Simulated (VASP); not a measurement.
An input for Quantum ESPRESSO's pw.x (written as the equivalent of a VASP run, and not itself run):

```
&CONTROL
  calculation = 'scf'
  pseudo_dir = './pseudo'
  outdir = './out'
  tprnfor = .true.
  tstress = .true.
/
&SYSTEM
  ibrav = 0
  nat = 2
  ntyp = 2
  ecutwfc = 86
  occupations = 'tetrahedra'
  input_dft = 'pbesol'
/
&ELECTRONS
  conv_thr = 7.3e-09
  electron_maxstep = 100
/
ATOMIC_SPECIES
  W 183.840 W.upf
  Se 78.971 Se.upf
CELL_PARAMETERS angstrom
     3.1153827   -0.0000000    0.0000000
     0.0000000    3.1153827    0.0000000
     0.0000000   -0.0000000    3.1153827
ATOMIC_POSITIONS crystal
  W    0.0000000  0.0000000  0.0000000
  Se   0.5000000  0.5000000  0.5000000
K_POINTS automatic
  13 13 13 0 0 0
```

Translate this input to VASP (INCAR, KPOINTS, POSCAR, choice of POTCAR).

One answer among several that fit: 
### INCAR
```
ALGO = Normal
EDIFF = 1E-7
ENCUT = 400
GGA = PS
ISIF = 2
ISMEAR = -5
LASPH = .TRUE.
LCHARG = .TRUE.
LMAXMIX = 6
LORBIT = 11
LREAL = .FALSE.
LWAVE = .FALSE.
NEDOS = 601
NELM = 100
PREC = Accurate
SYSTEM = WSe
```

**POSCAR**
```
WSe
1
    3.1153827204    -0.0000000000     0.0000000000
    0.0000000000     3.1153827204     0.0000000000
    0.0000000000    -0.0000000000     3.1153827204
W Se
1 1
Direct
  0.0000000000   0.0000000000   0.0000000000
  0.5000000000   0.5000000000   0.5000000000
```

KPOINTS:
```
Automatic mesh
0
G
13 13 13
```

POTCAR, in this order: W_sv Se (PBE.64 set). Program: vasp_std.

Limits of the translation: the potentials are each code's own (VASP's PAW set, PseudoDojo norm-conserving files in pw.x), so ENCUT and ecutwfc are chosen apart and not converted; conv_thr bounds pw.x's estimated SCF error, while EDIFF bounds the energy change between steps.

The structure was generated: WSe was put into the CsCl type type (Pm-3m), which need not be its known phase. It was relaxed first, which changed the volume by -39 %.
